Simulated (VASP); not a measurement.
# GW on WSe2: a test of the settings, part 2 of 2

How far does the GW correction to the gap of WSe2 depend on the settings? The starting structure is a measured crystal structure from the Crystallography Open Database. The atoms were first relaxed with LDA in that cell, in a run that isn't shown, and the relaxed structure is the one below.

VASP 6.6.1.

Results so far: G0W0 (response cutoff 100 eV, 6×6×1 mesh) 1.43 eV; G0W0 (response cutoff 160 eV, 6×6×1 mesh) 1.48 eV.

The database entry behind the starting cell differs from later determinations by our own check (a about 0.2 % long), so it need not match the best structure at ambient conditions.

### 4. GW0 with iterated eigenvalues (response cutoff 160 eV, 6×6×1 mesh)

Level of this step: evGW0 on LDA; plane waves and PAW (W_sv_GW, Se_GW) (VASP).

It reads the orbitals and their derivatives (WAVECAR and WAVEDER) of a run with the empty bands, which follows a ground-state run; neither is shown.

The input, INCAR:

```
SYSTEM = WSe2
PREC = Accurate
ENCUT = 340
ISMEAR = 0
SIGMA = 0.01
LREAL = .FALSE.
GGA = CA
NBANDS = 560
LASPH = .TRUE.
ALGO = EVGW0
NELMGW = 4
ENCUTGW = 160
NOMEGA = 40
PRECFOCK = Fast
NBANDSGW = 48
LWAVE = .FALSE.
LCHARG = .FALSE.
```

The input, POSCAR:

```
WSe2
1.0
    3.2900000000      0.0000000000      0.0000000000
   -1.6450000000      2.8492235785      0.0000000000
    0.0000000000      0.0000000000     12.9700000000
W Se
2 4
Direct
    0.6666666667      0.3333333333      0.7500000000
    0.3333333333      0.6666666667      0.2500000000
    0.6666666667      0.3333333333      0.3775150786
    0.3333333333      0.6666666667      0.8775150786
    0.6666666667      0.3333333333      0.1224849214
    0.3333333333      0.6666666667      0.6224849214
```

The input, KPOINTS:

```
Automatic mesh
0
Gamma
6 6 1
0 0 0
```

The projector-augmented-wave data sets are W_sv_GW and Se_GW (LDA family, release 64).

Command:

```console
> mpirun -np 16 vasp_std
```

What it wrote:

```text
[banner, memory and clock lines left out]
running   16 mpi-ranks, on    1 nodes
[...]
[... a notice as in an earlier step ...]

 [... a notice as in an earlier step ...]

 LDA part: xc-table for (Slater(with rela. corr.)+CA(PZ))
 , standard interpolation
 found WAVECAR, reading the header
 POSCAR, INCAR and KPOINTS ok, starting setup
[...]
reading WAVECAR
 the WAVECAR file was read successfully
 initial charge from wavefunction
 available memory per node:     16.31 GB, setting MAXMEM to     16701

 The Fermi energy was updated, please check that it is located mid-gap
 values below the HOMO (VB) or above the LUMO (CB) will cause erroneous energies
 E-fermi :   7.0190

 calculate exact exchange contribution
 the WAVEDER file was read successfully
 [... a notice as in an earlier step ...]

energies w=
    0.000    0.000    1.336    0.000    2.664    0.000    3.976    0.000
    5.268    0.000    6.534    0.000    7.773    0.000    8.983    0.000
[...]
total number of BLAS operations      10348.37 Gflops
NQ=   3    0.3333    0.0000    0.0000,
|.........|.........|.........|.........|.........|.........|.........|.........
 performed       6599000 updates of chi_q(r,r)
 total number of BLAS operations      16855.74 Gflops
NQ=   4    0.5000    0.0000    0.0000,
|.........|.........|.........|.........|.........|.........|.........|.........
 performed       8512000 updates of chi_q(r,r)
 total number of BLAS operations      21554.18 Gflops
NQ=   5    0.1667    0.1667    0.0000,
|.........|.........|.........|.........|.........|.........|.........|.........
 performed      11124000 updates of chi_q(r,r)
 total number of BLAS operations      28178.70 Gflops
NQ=   6    0.3333    0.1667    0.0000,
|.........|.........|.........|.........|.........|.........|.........|.........
 performed      14059000 updates of chi_q(r,r)
 total number of BLAS operations      35385.11 Gflops
NQ=   7    0.3333    0.3333    0.0000,
|.........|.........|.........|.........|.........|.........|.........|.........
 performed      15703000 updates of chi_q(r,r)
 total number of BLAS operations      39394.45 Gflops
 resolving degeneracies of screened two electron integrals

 calculate QP shifts <psi_nk| G(iteration)W_0 |psi_nk>: iteration 4
 entering main loop
```

It took 7.9 min on 16 MPI ranks of Intel Xeon 6975P-C (Granite Rapids), shared host; peak memory 7.5 GiB; 2.1 h of CPU time.

Parts of OUTCAR (step 4):

```text
 QP shifts <psi_nk| G(iteration)W_0 |psi_nk>: iteration 2
 k-point   1 :       0.0000    0.0000    0.0000
  band No. old QP-enery  QP-energies   sigma(KS)   T+V_ion+V_H  V^pw_x(r,r')   Z            occupation Imag(sigma)
    ...
     23       4.6885       4.6535     -15.3318      19.9758     -16.3691       0.7854       2.0000       0.2976
     24       5.2676       5.2597     -14.2105      19.4680     -15.0111       0.7834       2.0000       0.2804
     25       4.9770       4.9121     -13.4473      18.3425     -14.8869       0.7928       2.0000       0.3347
     26       6.4829       6.4855     -15.1685      21.6547     -15.4256       0.7812       2.0000       0.1891
     27       9.7088       9.7765     -13.7061      23.5007      -9.7566       0.7892       0.0000      -0.3815
     28       9.7088       9.7765     -13.7061      23.5007      -9.7566       0.7892       0.0000      -0.3815
     29       9.7463       9.8140     -13.6235      23.4555      -9.6465       0.7902       0.0000      -0.3851
     30       9.7463       9.8140     -13.6235      23.4555      -9.6465       0.7902       0.0000      -0.3851
    ...

 QP shifts <psi_nk| G(iteration)W_0 |psi_nk>: iteration 3
 k-point   1 :       0.0000    0.0000    0.0000
  band No. old QP-enery  QP-energies   sigma(KS)   T+V_ion+V_H  V^pw_x(r,r')   Z            occupation Imag(sigma)
    ...
     23       4.6535       4.6474     -15.3300      19.9758     -16.3691       0.7859       2.0000       0.2977
     24       5.2597       5.2588     -14.2095      19.4680     -15.0111       0.7841       2.0000       0.2807
     25       4.9121       4.9029     -13.4421      18.3425     -14.8869       0.7930       2.0000       0.3357
     26       6.4855       6.4854     -15.1693      21.6547     -15.4256       0.7815       2.0000       0.1893
     27       9.7765       9.7845     -13.7140      23.5007      -9.7566       0.7897       0.0000      -0.3819
     28       9.7765       9.7845     -13.7140      23.5007      -9.7566       0.7897       0.0000      -0.3819
     29       9.8140       9.8220     -13.6314      23.4555      -9.6465       0.7904       0.0000      -0.3855
     30       9.8140       9.8220     -13.6314      23.4555      -9.6465       0.7904       0.0000      -0.3855
    ...

 QP shifts <psi_nk| G(iteration)W_0 |psi_nk>: iteration 4
 k-point   1 :       0.0000    0.0000    0.0000
  band No. old QP-enery  QP-energies   sigma(KS)   T+V_ion+V_H  V^pw_x(r,r')   Z            occupation Imag(sigma)
    ...
     23       4.6474       4.6462     -15.3300      19.9758     -16.3691       0.7860       2.0000       0.2978
     24       5.2588       5.2584     -14.2097      19.4680     -15.0111       0.7841       2.0000       0.2807
     25       4.9029       4.9014     -13.4416      18.3425     -14.8869       0.7930       2.0000       0.3358
     26       6.4854       6.4851     -15.1697      21.6547     -15.4256       0.7817       2.0000       0.1894
     27       9.7845       9.7853     -13.7151      23.5007      -9.7566       0.7898       0.0000      -0.3819
     28       9.7845       9.7853     -13.7151      23.5007      -9.7566       0.7898       0.0000      -0.3819
     29       9.8220       9.8228     -13.6325      23.4555      -9.6465       0.7905       0.0000      -0.3855
     30       9.8220       9.8228     -13.6325      23.4555      -9.6465       0.7905       0.0000      -0.3855
    ...

[... 3 parts as in an earlier step ...]

[... 1 further part left out ...]
[key lines of the parts left out:]
E-fermi :   7.0190
```

GW0 with iterated eigenvalues (response cutoff 160 eV, 6×6×1 mesh): the quasiparticle gap on this mesh is 1.539 eV, +0.612 eV from the LDA gap on the same points, with 560 bands.

### 5. G0W0 (response cutoff 100 eV, 6×6×2 mesh)

It reads the orbitals and their derivatives (WAVECAR and WAVEDER) of a run with the empty bands, which follows a ground-state run; neither is shown.

INCAR, as its differences from that of step 4:

```diff
@@ -7,7 +7,7 @@
 GGA = CA
-NBANDS = 560
+NBANDS = 288
 LASPH = .TRUE.
 ALGO = EVGW0
-NELMGW = 4
-ENCUTGW = 160
+NELMGW = 1
+ENCUTGW = 100
 NOMEGA = 40
```

POSCAR is that of step 4.

The input, KPOINTS:

```
Automatic mesh
0
Gamma
6 6 2
0 0 0
```

Command:

```console
> mpirun -np 16 vasp_std
```

What it wrote:

```text
[banner, memory and clock lines left out]
running   16 mpi-ranks, on    1 nodes
[...]
[... a notice as in an earlier step ...]

 [... a notice as in an earlier step ...]

 LDA part: xc-table for (Slater(with rela. corr.)+CA(PZ))
 , standard interpolation
 found WAVECAR, reading the header
 POSCAR, INCAR and KPOINTS ok, starting setup
[...]
reading WAVECAR
 the WAVECAR file was read successfully
 initial charge from wavefunction
 available memory per node:     18.17 GB, setting MAXMEM to     18607

 The Fermi energy was updated, please check that it is located mid-gap
 values below the HOMO (VB) or above the LUMO (CB) will cause erroneous energies
 E-fermi :   7.0171

 calculate exact exchange contribution
 the WAVEDER file was read successfully
 [... a notice as in an earlier step ...]

energies w=
    0.000    0.000    1.336    0.000    2.663    0.000    3.976    0.000
    5.267    0.000    6.533    0.000    7.772    0.000    8.982    0.000
[...]
total number of BLAS operations      12248.15 Gflops
NQ=  10    0.3333    0.0000    0.5000,
|.........|.........|.........|.........|.........|.........|.........|.........
 performed      22466000 updates of chi_q(r,r)
 total number of BLAS operations      13764.96 Gflops
NQ=  11    0.5000    0.0000    0.5000,
|.........|.........|.........|.........|.........|.........|.........|.........
 performed      24386000 updates of chi_q(r,r)
 total number of BLAS operations      15039.62 Gflops
NQ=  12    0.1667    0.1667    0.5000,
|.........|.........|.........|.........|.........|.........|.........|.........
 performed      27025000 updates of chi_q(r,r)
 total number of BLAS operations      16625.11 Gflops
NQ=  13    0.3333    0.1667    0.5000,
|.........|.........|.........|.........|.........|.........|.........|.........
 performed      29996000 updates of chi_q(r,r)
 total number of BLAS operations      18409.87 Gflops
NQ=  14    0.3333    0.3333    0.5000,
|.........|.........|.........|.........|.........|.........|.........|.........
 performed      31640000 updates of chi_q(r,r)
 total number of BLAS operations      19412.02 Gflops
 resolving degeneracies of screened two electron integrals

 calculate QP shifts <psi_nk| G(iteration)W_0 |psi_nk>: iteration 1
 entering main loop
```

It took 2.7 min on 16 MPI ranks; peak memory 4.9 GiB; 43 min of CPU time.

From OUTCAR (step 5):

```text
 QP shifts <psi_nk| G(iteration)W_0 |psi_nk>: iteration 1
 for sc-GW calculations column KS-energies equals QP-energies in previous step
 and V_xc(KS)=  KS-energies - (<T + V_ion + V_H > + <T+V_H+V_ion>^1  + <V_x>^1)
 k-point   1 :       0.0000    0.0000    0.0000
  band No.  KS-energies  QP-energies   sigma(KS)   V_xc(KS)     V^pw_x(r,r')   Z            occupation Imag(sigma)
    ...
     23       4.9198       4.9223     -15.0465     -15.0497     -16.3389       0.7829       2.0000       0.2945
     24       5.4243       5.4454     -14.0188     -14.0459     -15.0028       0.7804       2.0000       0.2730
     25       5.4940       5.2141     -13.1962     -12.8425     -14.7790       0.7914       2.0000       0.3075
     26       6.5528       6.7006     -14.9105     -15.1005     -15.4397       0.7775       2.0000       0.1834
     27       9.1468       9.9481     -13.3328     -14.3499      -9.7426       0.7879       0.0000      -0.3748
     28       9.1468       9.9481     -13.3328     -14.3499      -9.7426       0.7879       0.0000      -0.3748
     29       9.1911       9.9849     -13.2533     -14.2603      -9.6414       0.7883       0.0000      -0.3781
     30       9.1911       9.9849     -13.2533     -14.2603      -9.6414       0.7883       0.0000      -0.3781
    ...

[... 1 part as in an earlier step ...]

[... 2 further parts left out ...]
[key lines of the parts left out:]
E-fermi :   7.0171
```

G0W0 (response cutoff 100 eV, 6×6×2 mesh): the quasiparticle gap on this mesh is 1.445 eV, +0.517 eV from the LDA gap on the same points, with 288 bands.

### 6. G0W0 (response cutoff 100 eV, 6×6×1 mesh, 6 empty bands)

It reads the orbitals and their derivatives (WAVECAR and WAVEDER) of a run with the empty bands, which follows a ground-state run; neither is shown.

INCAR, as its differences from that of step 5:

```diff
@@ -7,3 +7,3 @@
 GGA = CA
-NBANDS = 288
+NBANDS = 32
 LASPH = .TRUE.
@@ -14,3 +14,3 @@
 PRECFOCK = Fast
-NBANDSGW = 48
+NBANDSGW = 32
 LWAVE = .FALSE.
```

POSCAR is that of step 5.

The input, KPOINTS:

```
Automatic mesh
0
Gamma
6 6 1
0 0 0
```

Command:

```console
> mpirun -np 16 vasp_std
```

What it wrote:

```text
[banner, memory and clock lines left out]
running   16 mpi-ranks, on    1 nodes
[...]
[... a notice as in an earlier step ...]

 [... a notice as in an earlier step ...]

 LDA part: xc-table for (Slater(with rela. corr.)+CA(PZ))
 , standard interpolation
 found WAVECAR, reading the header
 POSCAR, INCAR and KPOINTS ok, starting setup
[...]
reading WAVECAR
 the WAVECAR file was read successfully
 initial charge from wavefunction
 available memory per node:     13.11 GB, setting MAXMEM to     13425

 The Fermi energy was updated, please check that it is located mid-gap
 values below the HOMO (VB) or above the LUMO (CB) will cause erroneous energies
 E-fermi :   7.0190

 calculate exact exchange contribution
 the WAVEDER file was read successfully
 [... a notice as in an earlier step ...]

energies w=
    0.000    0.000    1.336    0.000    2.664    0.000    3.976    0.000
    5.267    0.000    6.533    0.000    7.772    0.000    8.983    0.000
[...]
total number of BLAS operations         63.23 Gflops
NQ=   3    0.3333    0.0000    0.0000,
|.........|.........|.........|.........|.........|.........|.........|.........
 performed        169000 updates of chi_q(r,r)
 total number of BLAS operations        106.24 Gflops
NQ=   4    0.5000    0.0000    0.0000,
|.........|.........|.........|.........|.........|.........|.........|.........
 performed        215000 updates of chi_q(r,r)
 total number of BLAS operations        133.90 Gflops
NQ=   5    0.1667    0.1667    0.0000,
|.........|.........|.........|.........|.........|.........|.........|.........
 performed        287000 updates of chi_q(r,r)
 total number of BLAS operations        177.23 Gflops
NQ=   6    0.3333    0.1667    0.0000,
|.........|.........|.........|.........|.........|.........|.........|.........
 performed        371000 updates of chi_q(r,r)
 total number of BLAS operations        228.25 Gflops
NQ=   7    0.3333    0.3333    0.0000,
|.........|.........|.........|.........|.........|.........|.........|.........
 performed        406000 updates of chi_q(r,r)
 total number of BLAS operations        249.60 Gflops
 resolving degeneracies of screened two electron integrals

 calculate QP shifts <psi_nk| G(iteration)W_0 |psi_nk>: iteration 1
 entering main loop
```

Run time: 17 s. Hardware: 16 MPI ranks; peak memory 3.4 GiB.

OUTCAR, selected parts (step 6):

```text
 QP shifts <psi_nk| G(iteration)W_0 |psi_nk>: iteration 1
 for sc-GW calculations column KS-energies equals QP-energies in previous step
 and V_xc(KS)=  KS-energies - (<T + V_ion + V_H > + <T+V_H+V_ion>^1  + <V_x>^1)
 k-point   1 :       0.0000    0.0000    0.0000
  band No.  KS-energies  QP-energies   sigma(KS)   V_xc(KS)     V^pw_x(r,r')   Z            occupation Imag(sigma)
    ...
     23       4.9238       6.0012     -13.6888     -15.0520     -16.3691       0.7904       2.0000       0.5028
     24       5.4254       6.3934     -12.7831     -14.0427     -15.0111       0.7686       2.0000       0.4548
     25       5.4991       5.9644     -12.2710     -12.8434     -14.8869       0.8127       2.0000       0.4946
     26       6.5553       7.7431     -13.5604     -15.0994     -15.4256       0.7718       2.0000       0.3204
     27       9.1512      12.0968     -10.8131     -14.3495      -9.7566       0.8330       0.0000      -0.2942
     28       9.1512      12.0968     -10.8131     -14.3495      -9.7566       0.8330       0.0000      -0.2942
     29       9.1956      12.1513     -10.7211     -14.2599      -9.6465       0.8352       0.0000      -0.3007
     30       9.1956      12.1513     -10.7211     -14.2599      -9.6465       0.8352       0.0000      -0.3007
    ...

[... 1 part as in an earlier step ...]

[... 2 further parts left out ...]
[key lines of the parts left out:]
E-fermi :   7.0190
```

G0W0 (response cutoff 100 eV, 6×6×1 mesh, 6 empty bands): the quasiparticle gap on this mesh is 1.800 eV, +0.873 eV from the LDA gap on the same points, with 32 bands.

### 7. The runs compared

```
                                                               run  LDA gap on the mesh (eV)  GW gap (eV)  correction (eV)  bands
                         G0W0 (response cutoff 100 eV, 6×6×1 mesh)                     0.927        1.435            0.507    288
                         G0W0 (response cutoff 160 eV, 6×6×1 mesh)                     0.927        1.477             0.55    560
GW0 with iterated eigenvalues (response cutoff 160 eV, 6×6×1 mesh)                     0.927        1.539            0.612    560
                         G0W0 (response cutoff 100 eV, 6×6×2 mesh)                     0.929        1.445            0.517    288
          G0W0 (response cutoff 100 eV, 6×6×1 mesh, 6 empty bands)                     0.927          1.8            0.873     32
```

### 8. Results

| Property | Result |
| --- | --- |
| gap, G0W0 (response cutoff 100 eV, 6×6×1 mesh) | 1.435 eV |
| gap, G0W0 (response cutoff 160 eV, 6×6×1 mesh) | 1.477 eV |
| gap, GW0 with iterated eigenvalues (response cutoff 160 eV, 6×6×1 mesh) | 1.539 eV |
| gap, G0W0 (response cutoff 100 eV, 6×6×2 mesh) | 1.445 eV |
| gap, G0W0 (response cutoff 100 eV, 6×6×1 mesh, 6 empty bands) | 1.800 eV |

**Reading.** The correction to the LDA gap of WSe2 is +0.507 eV at a response cutoff of 100 eV, +0.550 eV at a response cutoff of 160 eV. The number of bands rises with the cutoff. On a 6×6×2 mesh in place of 6×6×1 the correction is +0.517 eV against +0.507 eV. Iterating the eigenvalues in G raises the gap by +0.062 eV. With 6 empty bands alone, a slip made on purpose, the correction is +0.873 eV against +0.507 eV. Errors of the two band edges can cancel in a gap, so a value close to the better runs would prove nothing. VASP warns in its log that the frequency grid doesn't suit these quasiparticle energies and asks for more k-points, so these gaps are no firm results. Spin-orbit coupling is left out, which with elements this heavy can change the gap by tenths of an eV or more. From a response cutoff of 100 to 160 eV the correction still moves by +0.042 eV, so cutoff and bands aren't shown to be converged. The LDA gap along the bands, from another run on this structure, is 0.918 eV. On the 6×6×1 mesh it is 0.927 eV, so this mesh comes close to the edges. On the 6×6×2 mesh it is 0.929 eV, so this mesh comes close to the edges. Further runs on this material are not shown.

[Lines on the potential files, build, host, timing and source positions are cut from VASP's logs without a mark.]

[Logs are printed without paths, hosts, clocks, repeated set-up lines and the standing remarks that a program may print on its own settings, such as how far it seeks lower states.]

[Hosts, paths, dates, database ids (printed as entryN), source tags and the programs' standing remarks are cut or masked in the printed files.]
